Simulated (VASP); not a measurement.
```
La
1.0
    1.92270    -3.33021     0.00000
    1.92270     3.33021     0.00000
    0.00000     0.00000    12.40320
La
4
Direct
  0.00000   0.00000   0.50000
  0.00000   0.00000   0.00000
  0.33333   0.66667   0.25000
  0.66667   0.33333   0.75000
```

The base run (VASP): PBE GGA, plane waves, VASP's PBE PAW potentials (set 64). Settings: 400 eV cut-off, 8×8×3 Γ-centred mesh, first-order Methfessel-Paxton smearing of 0.10 eV, potentials La.

One setting is varied; ΔE counts from the most expensive setting. The base run took about 60 core-seconds. Times come from single runs on busy shared machines, so they are rough: good to a factor of about 2.

Pressures at a finite cut-off, here 400 eV, hold a Pulay part, which wasn't tested here.

```
setting                                                 cost over the base run  electronic steps  ΔE (meV/atom)  pressure (GPa)
------------------------------------------------------  ----------------------  ----------------  -------------  --------------
KGAMMA = .TRUE., KSPACING = 0.8, KPOINTS file removed                about 1/3                15          -57.6           -3.72
KGAMMA = .TRUE., KSPACING = 0.6, KPOINTS file removed                about 1/3                14           87.2           -0.93
KGAMMA = .TRUE., KSPACING = 0.4, KPOINTS file removed     within a factor of 2                15           30.1           -1.27
KGAMMA = .TRUE., KSPACING = 0.35, KPOINTS file removed    within a factor of 2                14           -7.8           -1.45
KGAMMA = .TRUE., KSPACING = 0.25, KPOINTS file removed    within a factor of 2                14            0.0           -1.57
base run                                                             reference                14            0.0           -1.57
```

Left out are runs that failed, have no time on record or changed the cell.

The compound is La in the dhcp structure. The cell was not relaxed at this level.
